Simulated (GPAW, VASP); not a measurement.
An input for GPAW (PBEsol, GPAW PAW datasets PBEsol (made by gpaw-setup)):

```
from ase import Atoms
from ase.units import GPa
from gpaw import GPAW, PW, FermiDirac

atoms = Atoms(['Ga', 'Ag', 'Sn', 'Se', 'Se', 'Se', 'Se'],
              cell=[[-2.958787, 2.958787, 5.374805],
                    [2.958787, -2.958787, 5.374805],
                    [2.958787, 2.958787, -5.374805]],
              positions=[[0.000000, 0.000000, 5.374805],
                         [2.958787, 0.000000, 2.687403],
                         [0.000000, 2.958787, 2.687403],
                         [1.443533, 1.517503, 4.199443],
                         [1.517503, -1.443533, 6.550167],
                         [1.515254, 1.441284, -1.175362],
                         [1.441284, 4.402320, 1.175362]],
              pbc=True)

calc = GPAW(mode=PW(550),
            xc='PBEsol',
            kpts=(3, 3, 3),
            occupations=FermiDirac(0.01),
            nbands=-8,
            convergence={'density': 1e-05, 'energy': 1e-05, 'bands': -6},
            symmetry={'symmorphic': False, 'tolerance': 0.0005},
            maxiter=150)

atoms.calc = calc

energy = atoms.get_potential_energy()
print('Energy (eV):', round(energy, 6))
forces = atoms.get_forces()
print('Forces (eV/Ang):')
print(forces.round(5))
stress = atoms.get_stress()
print('Stress (GPa, Voigt):', (stress / GPa).round(4))
```

Problem. Translate it to VASP.

Solution. One set of files that does it:

File POSCAR:
```
GaAgSnSe4
1
   -2.9587870000     2.9587870000     5.3748050000
    2.9587870000    -2.9587870000     5.3748050000
    2.9587870000     2.9587870000    -5.3748050000
Ga Ag Sn Se
1 1 1 4
Direct
  0.5000000000   0.5000000000   0.0000000000
  0.2500000000   0.7500000000   0.5000000000
  0.7500000000   0.2500000000   0.5000000000
  0.6471000000   0.6346000000   0.5003800000
  0.3654000000   0.8657800000   0.0125000000
  0.1342200000   0.1467200000   0.4996200000
  0.8532800000   0.3529000000   0.9875000000
```

**KPOINTS**
```
Automatic mesh
0
Gamma
3 3 3
0 0 0
```

INCAR:
```
ALGO = Normal
EDIFF = 1E-6
ENCUT = 300
GGA = PS
ISIF = 2
ISMEAR = -1
LASPH = T
LCHARG = F
LMAXMIX = 4
LREAL = F
LWAVE = F
NELM = 100
PREC = Accurate
SIGMA = 0.01
SYSTEM = GaAgSnSe4
```

POTCAR, in this order: Ga_d Ag Sn_d Se (PBE.64 set). Program: vasp_std.

The two runs describe the same crystal, functional and task. Each code takes its own potentials, basis and convergence tests.

The structure comes from a computed database's GaAgSnSe4 entry (I-4); how it stands against other phases isn't given here. The cell was not relaxed at this level, and its volume differs by -5.9 % from the start's.
